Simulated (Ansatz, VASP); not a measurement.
# TaRu in two plane-wave programs

One calculation is typed for both programs; each brings its own data sets. How far apart do they land? The cell is taken from a series of runs on this material, whose earlier steps may have relaxed, scaled, displaced or heated it; both programs get it as it stands.

Main program and level: Ansatz 0.2.0; plane waves, with VASP 6.6.1 beside it; relaxation of cell and atoms at PBEsol and zone-centre phonons at PBEsol.

### 1. The starting structure

Symmetry: Pm-3m, No. 221, cubic system. Conventional cell: a = 3.139 Å, b = 3.139 Å, c = 3.139 Å, α = 90.00°, β = 90.00°, γ = 90.00°. Nearest to Ta lie 8 Ru at 2.72 Å. Nearest to Ru lie 8 Ta at 2.72 Å. Farther neighbours are not listed.

### 2. Ansatz: relaxation of cell and atoms, PBEsol

Ansatz runs on its PAW soft_1 files.

The relaxed volume is the usual yardstick between codes: in a stiff, nearly cubic crystal its relative difference is about their pressure difference at one cell divided by the bulk modulus.

Contents of input.yaml:

```yaml
crystal:
  lattice:
    - [3.1394829749, 0.0, 0.0]
    - [0.0, 3.1394829749, 0.0]
    - [0.0, 0.0, 3.1394829749]
  atoms:
    - { symbol: Ta, position: [0.5, 0.5, 0.5] }
    - { symbol: Ru, position: [0.0, 0.0, 0.0] }
kpoints:
  mp_grid: { grid: [10, 10, 10] }
hamiltonian:
  xc: pbesol
  pseudopotentials: { kind: paw, azcp: { folder: soft_1 }, xc_functional: pbe }
scf:
  occupations: { method: gaussian, width: 0.1 }
output:
  forces: true
  stress: true
  eigenvalues: true
  write_density: true
  write_potential: true
  elf: true
  volumetric_format: npy
relax:
  adjacent_minimum: "off"
  f_tol: 0.005
  max_steps: 80
  cell: { stress_tol: 0.05 }
```

On the command line:

```bash
> ansatz run input.yaml --threads 4 --pin off --max-ram 12288MiB --backend cpu --events-out ev --progress --plain --runs-dir out
```

Numbers of over 12 decimals in the logs are rounded to 6 here.

The program printed:

```text
Engine: ansatz 0.2.0, x86_64-unknown-linux-gnu
Pseudopotentials: kind: paw
Pseudopotential: Ta, paw, valence charge 13, recommended cutoff 420 eV (normal), soft_1/Ta.paw.azcp
Pseudopotential: Ru, paw, valence charge 16, recommended cutoff 420 eV (normal), soft_1/Ru.paw.azcp
Functional definition: PBEsol
  exchange = pbesol_x
  correlation = pbesol_c
Crystal: 2 atoms, lattice volume = 30.944 Å³
Basis set: ecut = 420 eV, 619 PW (Γ), exchange–correlation on 48×48×48 points (8 copies of the dense FFT grid, shifted against one another)
Bands: 19, of which v1, the nominal top of the filled ones, is band 15 counted from 1 (14 counted from 0)
Symmetry: 48 space group operations
Space group: Pm-3m (ITA 221), of the structure as read, at distance tolerance 3.1e-5 Å
k-points: 56 of 1000
Non-local potential: Ta, projectors of the file, l = 0: 3, l = 1: 2, l = 2: 2, l = 3: 1
Non-local potential: Ru, projectors of the file, l = 0: 3, l = 1: 2, l = 2: 2, l = 3: 1
PAW form: soft (Blöchl's): semilocal exchange-correlation on the pseudo side does not see the compensation charge
PAW frozen core: Ta, regenerated for the run's functional, and the local potential with it (the file was generated under x = pbe(κ = 0.804, μ = 0.219515), c = pbe(β = 0.066725))
PAW frozen core: Ru, regenerated for the run's functional, and the local potential with it (the file was generated under x = pbe(κ = 0.804, μ = 0.219515), c = pbe(β = 0.066725))
PAW one-centre angular grid: Ta, 590 points (default); XC on 64 Gauss nodes
PAW one-centre angular grid: Ru, 590 points (default); XC on 64 Gauss nodes
Initial density: superposition of atomic densities (chi_scale 0.1, normalization cell, long waves kept (reshape's long-wave potential 0.00 eV rms))
Initial wavefunctions: pseudopotential atomic-orbital guess
Functional: x = pbesol(κ = 0.804, μ = 0.123457), c = pbesol(β = 0.046)
SCF iter   1: F=—  HF=-15628.684142 eV  |F-HF|=—  |Δ(HF+E_count)|=         —  Δρ=2.46e-1  dr2=3.05e1  ethr=3.10e-3  ⟨swp⟩=4.9  Hψ=4242  notcnv=0
preconditioner: auto → none  [metal: Δε(μ)=0.074 eV  Ē_g=5.852 eV  σ=0.100 eV  W_gap=0.36  n_scr=6 (ndim 8)  ℏωp=24.1 eV  f_vac=0.000  D(μ)=1.93/eV (n_scr^D=18)  sad-step TF]
SCF iter   2: F=—  HF=-15626.480070 eV  |F-HF|=—  |Δ(HF+E_count)|=    2.20e0  Δρ=1.72e-1  dr2=1.62e1  ethr=3.10e-3  ⟨swp⟩=2.1  Hψ=2237  notcnv=0  defer=28
SCF iter   3: F=—  HF=-15624.485860 eV  |F-HF|=—  |Δ(HF+E_count)|=    1.99e0  Δρ=2.11e-2  dr2=3.68e-2  ethr=3.10e-3  ⟨swp⟩=3.0  Hψ=2191  notcnv=0  defer=28
SCF iter   4: F=—  HF=-15624.482464 eV  |F-HF|=—  |Δ(HF+E_count)|=   3.40e-3  Δρ=3.96e-3  dr2=6.96e-3  ethr=1.27e-4  ⟨swp⟩=2.0  Hψ=1728  notcnv=0  defer=10
SCF iter   5: F=—  HF=-15624.481751 eV  |F-HF|=—  |Δ(HF+E_count)|=   7.13e-4  Δρ=6.68e-4  dr2=1.95e-4  ethr=2.40e-5  ⟨swp⟩=1.8  Hψ=1190  notcnv=0  defer=10
SCF iter   6: F=—  HF=-15624.481732 eV  |F-HF|=—  |Δ(HF+E_count)|=   1.91e-5  Δρ=1.27e-4  dr2=4.90e-6  ethr=6.71e-7  ⟨swp⟩=2.3  Hψ=1355  notcnv=0  defer=10
SCF iter   7: F=—  HF=-15624.481736 eV  |F-HF|=—  |Δ(HF+E_count)|=   4.10e-6  Δρ=4.01e-5  dr2=5.56e-7  ethr=1.69e-8  ⟨swp⟩=2.4  Hψ=1652  notcnv=0  defer=10
SCF iter   8: F=-15624.481736 eV  HF=-15624.481736 eV  |F-HF|=3.53e-8  |Δ(HF+E_count)|=   6.36e-8  Δρ=1.09e-5  dr2=4.00e-8  ethr=3.45e-10  ⟨swp⟩=8.0  Hψ=6005  notcnv=0
SCF 1 converged in 8 iterations: F = -15624.481736 eV  dr2 = 4.00e-8
  greatest PAW one-centre occupation: 1.000 electrons in one spin orbital (limit 2), on the Ru atom at site 1 (counted from 0), in its partial waves of l = 0
relax step   1: F+E_penalty+E_count = -15624.48173583 eV  Δ(F+E_penalty+E_count) = +0.000e0 eV  max|allowed force component| = 1.124e-29 eV/Å  Δτ_max = 0.0000 Å  P = +0.137 GPa  Ω = 30.944 Å³  (8 SCF iters, dr2 threshold 1.00e-7 eV, accepted)
[...]
relax step   2: F+E_penalty+E_count = -15624.48167815 eV  Δ(F+E_penalty+E_count) = +5.768e-5 eV  max|allowed force component| = 9.861e-31 eV/Å  Δτ_max = 0.0000 Å  P = -0.283 GPa  Ω = 30.991 Å³  energy of the carried Pulay correction = -3.599e-5 eV  (6 SCF iters, rejected (line search))
[...]
relax step   3: F+E_penalty+E_count = -15624.48173074 eV  Δ(F+E_penalty+E_count) = +5.095e-6 eV  max|allowed force component| = 6.574e-30 eV/Å  Δτ_max = 0.0000 Å  P = -0.000 GPa  Ω = 30.959 Å³  energy of the carried Pulay correction = -1.175e-5 eV  (6 SCF iters, accepted)
[...]
relax step   4: F+E_penalty+E_count = -15624.48174341 eV  Δ(F+E_penalty+E_count) = -1.267e-5 eV  max|allowed force component| = 4.733e-30 eV/Å  Δτ_max = 0.0000 Å  P = -0.000 GPa  Ω = 30.959 Å³  stress off target by 2.86e-4 GPa  SCF on the basis re-selected at this cell (its energy is not comparable with the rows above)  (7 SCF iters)
basis re-selected at this cell: Δ(F+E_penalty+E_count) = -1.267e-5 eV, ΔP = +0.000 GPa vs the last step (what re-selecting the basis moved, of the pressure what is left beyond the Pulay correction that the steps carried, after the strain that the cell walked since its last selection, with what the two solves' SCF thresholds leave and, on support functions, any second-order correction that the steps lacked; it is no m [...]
SCF converged after 7 iterations
Free energy (F): -15624.481743 eV
Harris-Foulkes:  -15624.481743 eV  (|F-HF|=1.82e-12)
Internal energy: -15624.465845 eV  (E = F + TS)
E sigma→0 (E₀):  -15624.473794 eV
Entropy (-TS):   -0.015898 eV (-7.949 meV/atom)
Fermi energy:    21.886319 eV
--- Per-component energies (eV) ---
  E_band       = -166.022614
  E_kinetic    = 853.599051
  E_local      = -1905.819320  (includes V_loc(G=0)·N_el)
  E_nonlocal   = 407.548642
  E_hartree    = 659.986176
  E_xc         = -488.279297
  E_vxc        = -448.465431  (∫ρ·V_xc dr)
  E_paw        = -11622.099974  (= ΣΔE_a)
  E_vpaw       = -392.858629  (= ΣTr[D̂ρ^β])
  E_aug_tail   = 0.000721  (compensation charges beyond the density's cutoff)
  E_ewald      = -3529.868854
  E_core_change = 0.467009  (= ΣΔE_core)
  E_smearing   = -0.015898  (= −TS)
  E_closure    = 0.000000  (closes the sum)
  Σ components = -15624.481743   (vs F -15624.481743, Δ=0.00e0)
--- Forces (eV/Å), atoms counted from 1 ---
  atom   1  Ta     0.00000000    -0.00000000     0.00000000
  atom   2  Ru     0.00000000    -0.00000000    -0.00000000
  max |Σ_I F_I| component: 1.16e-29 eV/Å
--- Stress (GPa, compression-positive) ---
       -0.000286       0.000000       0.000000
        0.000000      -0.000286       0.000000
        0.000000       0.000000      -0.000286
  P = ⅓ Tr σ = -0.0003 GPa (-0.003 kbar)
--- Band table (eV; the first three rows and the last of 56) ---
  k-point 0: bands = [... 11 lower, 19.4042, 19.4042, 19.4042, 22.9087, 22.9087, 26.1297, 26.1297, 26.1297]
  k-point 1: bands = [... 11 lower, 19.3840, 19.3840, 19.4801, 22.6351, 23.0046, 25.3771, 25.3771, 25.9652]
  k-point 2: bands = [... 11 lower, 19.3469, 19.3469, 19.6946, 21.9054, 23.2317, 24.0795, 24.0795, 25.5260]
  k-point 55: bands = [... 11 lower, 18.7915, 18.7915, 18.7915, 21.5977, 21.5977, 26.3400, 26.3400, 29.0764]
--- Relaxed structure (3 steps of the walk, 2 accepted, 1 SCFs on fresh bases) ---
  F+E_penalty+E_count = -15624.48174341 eV   max|allowed force component| = 4.733e-30 eV/Å   (the final SCF, on the basis selected at the relaxed cell)
  cell:  # Å, volume = 30.9594 Å³
    - [3.140008, 0, 0.0]
    - [0, 3.140008, 0.0]
    - [0, 0.0, 3.140008]
  atoms:
    - { symbol: Ta, position: [0.500000, 0.500000, 0.500000] }
    - { symbol: Ru, position: [0, 0, 0] }
```

### 3. VASP: relaxation of cell and atoms, PBEsol

The same cell, functional, mesh and smearing now go to VASP, with its own data sets.

Lines of VASP's logs that name or quote its potential files are left out, and so is its time.

Contents of INCAR:

```
SYSTEM = TaRu
PREC = Accurate
ENCUT = 500
EDIFF = 1E-07
NELM = 120
ISMEAR = 0
SIGMA = 0.1
LREAL = .FALSE.
ALGO = Normal
GGA = PS
NBANDS = 18
LASPH = .TRUE.
LORBIT = 11
LWAVE = .FALSE.
LCHARG = .FALSE.
ISIF = 3
IBRION = 2
NSW = 80
EDIFFG = -0.005
GGA_COMPAT = .FALSE.
NELMIN = 4
KPAR = 2
```

Contents of POSCAR:

```
TaRu
1.0
    3.1394830000      0.0000000000      0.0000000000
    0.0000000000      3.1394830000      0.0000000000
    0.0000000000      0.0000000000      3.1394830000
Ta Ru
1 1
Direct
    0.4999998407      0.4999998407      0.4999998407
    0.0000000000      0.0000000000      0.0000000000
```

Contents of KPOINTS:

```
Automatic mesh
0
Gamma
10 10 10
0 0 0
```

Potentials, in the order of the species: Ta_pv and Ru_pv (PBE family, release 64).

On the command line:

```bash
> mpirun -np 2 vasp_std
```

The program printed:

```text
[banner, memory and clock lines left out]
running    2 mpi-ranks, on    1 nodes
 distrk:  each k-point on    1 cores,    2 groups
 distr:  one band on    1 cores,    1 groups

 POSCAR found type information on POSCAR TaRu
 POSCAR found :  2 types and       2 ions
|                                                                             |
|               ----> ADVICE to this user running VASP <----                  |
|                                                                             |
|     You enforced a specific xc type in the INCAR file but a different       |
|     [... a line on the potential file left out ...]
|     I HOPE YOU KNOW WHAT YOU ARE DOING!                                     |
|                                                                             |

 LDA part: xc-table for (Slater+PW92), standard interpolation
 POSCAR, INCAR and KPOINTS ok, starting setup
 FFT: planning ... GRIDC
 FFT: planning ... GRID_SOFT
 FFT: planning ... GRID
 WAVECAR not read
 entering main loop
       N       E                     dE             d eps       ncg     rms          rms(c)
DAV:   1     0.218198054133E+03    0.21820E+03   -0.14193E+04  2016   0.139E+03
DAV:   2    -0.193912332549E+02   -0.23759E+03   -0.23414E+03  2270   0.419E+02
DAV:   3    -0.244549191127E+02   -0.50637E+01   -0.49917E+01  2374   0.623E+01
DAV:   4    -0.245032490939E+02   -0.48330E-01   -0.48224E-01  2254   0.582E+00
DAV:   5    -0.245042867393E+02   -0.10376E-02   -0.10373E-02  2468   0.728E-01    0.197E+01
DAV:   6    -0.235541627629E+02    0.95012E+00   -0.25933E+00  2106   0.141E+01    0.793E+00
DAV:   7    -0.235503650536E+02    0.37977E-02   -0.30645E+00  2112   0.101E+01    0.594E+00
DAV:   8    -0.232420173518E+02    0.30835E+00   -0.16098E+00  2108   0.804E+00    0.767E-01
DAV:   9    -0.232367317570E+02    0.52856E-02   -0.23605E-02  2180   0.126E+00    0.212E-01
DAV:  10    -0.232363267075E+02    0.40505E-03   -0.12678E-03  2474   0.262E-01    0.721E-02
DAV:  11    -0.232363277450E+02   -0.10375E-05   -0.20158E-04  2152   0.859E-02    0.401E-02
DAV:  12    -0.232363160936E+02    0.11651E-04   -0.48980E-05  2144   0.483E-02    0.248E-03
DAV:  13    -0.232363161067E+02   -0.13111E-07   -0.67693E-07  2308   0.635E-03
   1 F= -.23236316E+02 E0= -.23228361E+02  d E =-.232363E+02
 curvature:   0.00 expect dE= 0.000E+00 dE for cont linesearch  0.000E+00
 trial: gam= 0.00000 g(F)=  0.000E+00 g(S)=  0.314E-03 ort = 0.000E+00 (trialstep = 0.100E+01)
 search vector abs. value=  0.314E-03
 bond charge predicted
       N       E                     dE             d eps       ncg     rms          rms(c)
DAV:   1    -0.232462256777E+02   -0.99096E-02   -0.17584E-01  2020   0.468E+00    0.942E-01
DAV:   2    -0.232553876028E+02   -0.91619E-02   -0.22511E-01  2124   0.291E+00    0.112E+00
DAV:   3    -0.232362919242E+02    0.19096E-01   -0.94299E-02  2128   0.184E+00    0.155E-01
DAV:   4    -0.232359912602E+02    0.30066E-03   -0.25113E-03  2080   0.432E-01    0.771E-02
DAV:   5    -0.232360020610E+02   -0.10801E-04   -0.22279E-05  2176   0.440E-02    0.449E-02
DAV:   6    -0.232360081434E+02   -0.60824E-05   -0.20144E-05  2314   0.304E-02    0.510E-03
DAV:   7    -0.232360083557E+02   -0.21227E-06   -0.14465E-06  2526   0.990E-03    0.308E-03
DAV:   8    -0.232360083740E+02   -0.18244E-07   -0.82525E-08  1108   0.252E-03
   2 F= -.23236008E+02 E0= -.23228027E+02  d E =0.307733E-03
 trial-energy change:    0.000308  1 .order    0.000295   -0.000314    0.000905
 step:   0.2464(harm=  0.2578)  dis= 0.00000  next Energy=   -23.236355 (dE=-0.385E-04)
 bond charge predicted
       N       E                     dE             d eps       ncg     rms          rms(c)
DAV:   1    -0.232421671293E+02   -0.61588E-02   -0.99376E-02  2020   0.352E+00    0.724E-01
DAV:   2    -0.232472628279E+02   -0.50957E-02   -0.13010E-01  2124   0.221E+00    0.821E-01
DAV:   3    -0.232364913545E+02    0.10771E-01   -0.51166E-02  2128   0.138E+00    0.110E-01
DAV:   4    -0.232363351121E+02    0.15624E-03   -0.13685E-03  2076   0.316E-01    0.593E-02
DAV:   5    -0.232363444112E+02   -0.92992E-05   -0.23590E-05  2144   0.380E-02    0.337E-02
DAV:   6    -0.232363523239E+02   -0.79127E-05   -0.13591E-05  2308   0.254E-02    0.388E-03
DAV:   7    -0.232363521161E+02    0.20779E-06   -0.88343E-07  2412   0.840E-03    0.255E-03
DAV:   8    -0.232363520748E+02    0.41372E-07   -0.71633E-08  1072   0.244E-03
   3 F= -.23236352E+02 E0= -.23228391E+02  d E =-.359680E-04
 curvature:  -0.13 expect dE=-0.168E-07 dE for cont linesearch -0.168E-07
 trial: gam=-0.01995 g(F)=  0.149E-47 g(S)=  0.130E-06 ort = 0.640E-05 (trialstep = 0.849E+00)
 search vector abs. value=  0.154E-09
 reached required accuracy - stopping structural energy minimisation
```

From OUTCAR (step 3):

```text
ion  position               nearest neighbor table
   1  0.500  0.500  0.500-   2 2.72   2 2.72   2 2.72   2 2.72   2 2.72   2 2.72   2 2.72   2 2.72

  LATTYP: Found a simple cubic cell.
 ALAT       =     3.1394830000

 Subroutine GETGRP returns: Found 48 space group operations
 (whereof 48 operations were pure point group operations)

The static configuration has the point symmetry O_h .

 Found     56 irreducible k-points:

   k-points           NKPTS =     56   k-points in BZ     NKDIM =     56   number of bands    NBANDS=     18

   dimension x,y,z NGX =    24 NGY =   24 NGZ =   24
   dimension x,y,z NGXF=    48 NGYF=   48 NGZF=   48

   ENCUT  =  500.0 eV  36.75 Ry    6.06 a.u.   5.72  5.72  5.72*2*pi/ulx,y,z

   NELECT =      25.0000    total number of electrons

 k-points in reciprocal lattice and weights: Automatic mesh
   0.00000000  0.00000000  0.00000000       0.001
   0.10000000  0.00000000  0.00000000       0.006
   0.20000000  0.00000000  0.00000000       0.006
   0.30000000  0.00000000  0.00000000       0.006
   0.40000000  0.00000000  0.00000000       0.006
   0.50000000  0.00000000  0.00000000       0.003
   0.10000000  0.10000000  0.00000000       0.012
   0.20000000  0.10000000  0.00000000       0.024
   0.30000000  0.10000000  0.00000000       0.024
[...]
0.50000000  0.50000000  0.40000000       0.006
   0.50000000  0.50000000  0.50000000       0.001

 average (electrostatic) potential at core
       1 -33.4324       2 -70.3690

 E-fermi :   9.7151

 k-point     1 :       0.0000    0.0000    0.0000
  band No.  band energies     occupation
    ...
      8       3.5293      2.00000
      9       3.5293      2.00000
     10       7.2389      2.00000
     11       7.2389      2.00000
     12       7.2389      2.00000
     13      10.7365      0.00000
     14      10.7365      0.00000
     15      13.9466      0.00000
     16      13.9466      0.00000
     17      13.9466      0.00000
    ...

 k-point     2 :       0.1000    0.0000    0.0000
  band No.  band energies     occupation
    ...
      8       3.6437      2.00000
      9       3.7082      2.00000
     10       7.2188      2.00000
     11       7.2188      2.00000
     12       7.3149      2.00000
     13      10.4641      0.00000
     14      10.8319      0.00000
     15      13.1999      0.00000
     16      13.1999      0.00000
     17      13.7828      0.00000
    ...

 k-point     3 :       0.2000    0.0000    0.0000
  band No.  band energies     occupation
    ...
      9       4.1823      2.00000
     10       7.1818      2.00000
     11       7.1818      2.00000
     12       7.5297      2.00000
     13       9.7365      0.76155
     14      11.0574      0.00000
     15      11.9056      0.00000
     16      11.9056      0.00000
     17      13.3449      0.00000
     18      15.7945      0.00000

  Total        0.0013416      0.0013416      0.0013416     -0.0000000     -0.0000000      0.0000000
  in kB        0.0693842      0.0693842      0.0693842     -0.0000000     -0.0000000      0.0000000
  external PRESSURE =       0.0693842 kB  Pullay stress =       0.0000000 kB

  energy-cutoff  :      500.00
  volume of cell :       30.98
      direct lattice vectors                 reciprocal lattice vectors
     3.140712420  0.000000000  0.000000000     0.318399098 -0.000000000  0.000000000
     0.000000000  3.140712420  0.000000000     0.000000000  0.318399098 -0.000000000
    -0.000000000  0.000000000  3.140712420    -0.000000000  0.000000000  0.318399098

 POSITION                                       TOTAL-FORCE (eV/Angst)
 -----------------------------------------------------------------------------------
      1.57036      1.57036      1.57036         0.000000      0.000000      0.000000
      0.00000      0.00000      0.00000        -0.000000     -0.000000      0.000000
 -----------------------------------------------------------------------------------
    total drift:                                0.000078      0.000078      0.000078

  FREE ENERGIE OF THE ION-ELECTRON SYSTEM (eV)
  ---------------------------------------------------
  free  energy   TOTEN  =       -23.2363520748 eV

  energy  without entropy=      -23.2204292329  energy(sigma->0) =      -23.22839065

 reached required accuracy - stopping structural energy minimisation

 total charge
# of ion       s       p       d       tot
------------------------------------------
    1        0.383   6.222   2.270   8.875
    2        0.403   6.282   6.087  12.772
--------------------------------------------------
tot          0.786  12.504   8.356  21.647

[... 3 further parts left out ...]
```

CONTCAR:

```
TaRu
   1.00000000000000
     3.1407124198468397    0.0000000000000000    0.0000000000000000
     0.0000000000000000    3.1407124198468397    0.0000000000000000
    -0.0000000000000000    0.0000000000000000    3.1407124198468397
  Ta              Ru
     1     1
Direct
     0.4999998406999993    0.4999998406999993    0.4999998406999993
     0.0000000000000000    0.0000000000000000    0.0000000000000000
```

### 4. Side by side

Known differences besides the potentials themselves: the data sets hold 29 valence electrons in Ansatz (on its PAW soft_1 files) and 25 in VASP; the cutoff is 420 eV in Ansatz and 500 eV in VASP; Ansatz makes its cores anew for this functional, VASP keeps those of its PBE data sets; Ansatz adds a Pulay correction to the stress that steers its cell, VASP none. Total energies have different zeros and are not compared.

Compared:

```csv
quantity,Ansatz,VASP,difference
volume (Å³),30.96,30.98,-0.07 %
"edge a after relaxation, in the typed setting (Å)",3.140,3.141,-0.02 %
```

(Continued in part 2 of 2.)

[Lines on the potential files, build, host, timing and source positions are cut from VASP's logs without a mark.]

[Logs are printed without paths, hosts, clocks, repeated set-up lines and the standing remarks that a program may print on its own settings, such as how far it seeks lower states.]

[Hosts, paths, dates, database ids (printed as entryN), source tags and the programs' standing remarks are cut or masked in the printed files.]
